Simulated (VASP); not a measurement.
Computed with PBE GGA, VASP's PBE PAW potentials (set 64) (plane waves; VASP 6.6.1).

The input files of a VASP run:

File POSCAR:
```
SnSe2
1
    1.9363174546    -3.3538004329    -0.0000000000
    1.9363174546     3.3538004329     0.0000000000
    0.0000000000     0.0000000000     6.8955207707
Sn Se
1 2
Direct
  0.0000000000   0.0000000000   1.0000000000
  0.3333330000   0.6666670000   0.2313193975
  0.6666670000   0.3333330000   0.7686806025
```

INCAR:
```
SYSTEM = SnSe2
PREC = Accurate
ENCUT = 500
EDIFF = 1E-6
NELM = 100
ALGO = Normal
LREAL = .FALSE.
LASPH = .TRUE.
ISMEAR = 0
SIGMA = 0.05
GGA = PE
LMAXMIX = 4
LWAVE = .FALSE.
LCHARG = .FALSE.
IBRION = 2
ISIF = 3
NSW = 40
EDIFFG = -0.02
```

**KPOINTS**
```
Automatic mesh
0
Gamma
7 7 4
0 0 0
```

POTCAR, in this order: Sn_d Se (PBE.64 set). Program: vasp_std.

Task: What will the output report for the number of irreducible k-points (NKPTS), largest plane-wave count, number of space-group operations, FFT grid (NGX, NGY, NGZ)?

Result: 
* **number of irreducible k-points (NKPTS)**: 28
* **largest plane-wave count**: 2294
* **number of space-group operations**: 12
* **FFT grid (NGX, NGY, NGZ)**: 28 × 28 × 50

The compound is SnSe2 in the 1T layered structure. It was relaxed first, which changed the volume by +16 %.
